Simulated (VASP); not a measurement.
These are AM05 GGA, VASP's PBE PAW potentials (set 64) (plane waves; VASP 6.6.1) values and carry that method's errors.

The input files of a VASP run:

INCAR:
```
SYSTEM = CdSe
PREC = Accurate; ENCUT = 520; LREAL = .False.
LASPH = .True.
EDIFF = 1E-7; NELM = 100; ALGO = Normal
LMAXMIX = 4
ISMEAR = 0; SIGMA = 0.05
GGA = AM
ISIF = 2
LWAVE = .False.; LCHARG = .False.
```

POSCAR:
```
CdSe
1
    0.0000000000     2.9959703408     2.9959703408
    2.9959703408     0.0000000000     2.9959703408
    2.9959703408     2.9959703408     0.0000000000
Cd Se
1 1
Direct
  0.0000000000   0.0000000000   0.0000000000
  0.2500000000   0.2500000000   0.2500000000
```

File KPOINTS:
```
Automatic
0
Gamma
 8 8 8
0 0 0
```

POTCAR, in this order: Cd Se (PBE.64 set). Program: vasp_std.

The run wrote:

**OUTCAR**
```
 ion  position               nearest neighbor table
   1  0.000  0.000  0.000-   2 2.59   2 2.59   2 2.59   2 2.59
   2  0.250  0.250  0.250-   1 2.59   1 2.59   1 2.59   1 2.59
  LATTYP: Found a face centered cubic cell.
 ALAT       =     5.9919406816
 Subroutine PRICEL returns:
 Original cell was already a primitive cell.
 Subroutine GETGRP returns: Found 24 space group operations
The static configuration has the point symmetry T_d .
The dynamic configuration has the point symmetry T_d .
 Subroutine INISYM returns: Found 24 space group operations
 Subroutine IBZKPT returns following result:
 Found     29 irreducible k-points:

 Following reciprocal coordinates:
            Coordinates               Weight
  0.000000  0.000000  0.000000      1.000000
  0.125000  0.000000  0.000000      8.000000
  0.250000  0.000000  0.000000      8.000000
  0.375000  0.000000  0.000000      8.000000
  0.500000  0.000000  0.000000      4.000000
  0.125000  0.125000  0.000000      6.000000
  0.250000  0.125000  0.000000     24.000000
  0.375000  0.125000  0.000000     24.000000
  0.500000  0.125000  0.000000     24.000000
 -0.375000  0.125000  0.000000     24.000000
 -0.250000  0.125000  0.000000     24.000000
 -0.125000  0.125000  0.000000     12.000000
  0.250000  0.250000  0.000000      6.000000
  0.375000  0.250000  0.000000     24.000000
  0.500000  0.250000  0.000000     24.000000
 -0.375000  0.250000  0.000000     24.000000
 -0.250000  0.250000  0.000000     12.000000
  0.375000  0.375000  0.000000      6.000000
  0.500000  0.375000  0.000000     24.000000
 -0.375000  0.375000  0.000000     12.000000
  0.500000  0.500000  0.000000      3.000000
  0.375000  0.250000  0.125000     24.000000
  0.500000  0.250000  0.125000     48.000000
 -0.375000  0.250000  0.125000     24.000000
...
```

**OSZICAR**
```
       N       E                     dE             d eps       ncg     rms          rms(c)
DAV:   1     0.113038155808E+03    0.11304E+03   -0.90973E+03   762   0.125E+03
DAV:   2    -0.129142695842E+01   -0.11433E+03   -0.10975E+03   839   0.297E+02
DAV:   3    -0.601646916192E+01   -0.47250E+01   -0.47064E+01   924   0.629E+01
DAV:   4    -0.603960573816E+01   -0.23137E-01   -0.23135E-01   789   0.438E+00
DAV:   5    -0.603974894740E+01   -0.14321E-03   -0.14321E-03   899   0.312E-01    0.702E+00
DAV:   6    -0.568605413479E+01    0.35369E+00   -0.68646E-01  1039   0.120E+01    0.538E+00
DAV:   7    -0.566266796995E+01    0.23386E-01   -0.16975E-01   829   0.325E+00    0.230E+00
DAV:   8    -0.566295366525E+01   -0.28570E-03   -0.17993E-02   784   0.203E+00    0.250E-01
DAV:   9    -0.566306088657E+01   -0.10722E-03   -0.23553E-03   874   0.771E-01    0.618E-02
DAV:  10    -0.566314864834E+01   -0.87762E-04   -0.26849E-04   769   0.244E-01    0.425E-02
DAV:  11    -0.566321226289E+01   -0.63615E-04   -0.11846E-04   774   0.808E-02    0.151E-02
DAV:  12    -0.566321209623E+01    0.16666E-06   -0.55240E-06   909   0.373E-02    0.623E-03
DAV:  13    -0.566321328874E+01   -0.11925E-05   -0.33337E-06   774   0.162E-02    0.234E-03
DAV:  14    -0.566321331607E+01   -0.27327E-07   -0.61419E-08   648   0.205E-03
   1 F= -.56632133E+01 E0= -.56632133E+01  d E =-.905650E-15
```

OUTCAR:
```
------------------------ aborting loop because EDIFF is reached ----------------------------------------
  FORCE on cell =-STRESS in cart. coord.  units (eV):
  Direction    XX          YY          ZZ          XY          YZ          ZX
  --------------------------------------------------------------------------------------
  Total        1.1800602      1.1800602      1.1800602     -0.0000000      0.0000000     -0.0000000
  in kB       35.1537964     35.1537964     35.1537964     -0.0000000      0.0000000     -0.0000000
  external PRESSURE =      35.1537964 kB  Pullay stress =       0.0000000 kB
  volume of cell :       53.78
      direct lattice vectors                 reciprocal lattice vectors
     0.000000000  2.995970341  2.995970341    -0.166890838  0.166890838  0.166890838
     2.995970341  0.000000000  2.995970341     0.166890838 -0.166890838  0.166890838
     2.995970341  2.995970341  0.000000000     0.166890838  0.166890838 -0.166890838
  FREE ENERGIE OF THE ION-ELECTRON SYSTEM (eV)
  ---------------------------------------------------
  free  energy   TOTEN  =        -5.6632133161 eV

  energy  without entropy=       -5.6632133161  energy(sigma->0) =       -5.66321332
```
(Selected blocks of OUTCAR.)

The compound is CdSe in the zinc blende structure, whereas wurtzite is the usual form. This cell is one point of a volume scan, at 0.94 of the reference volume.
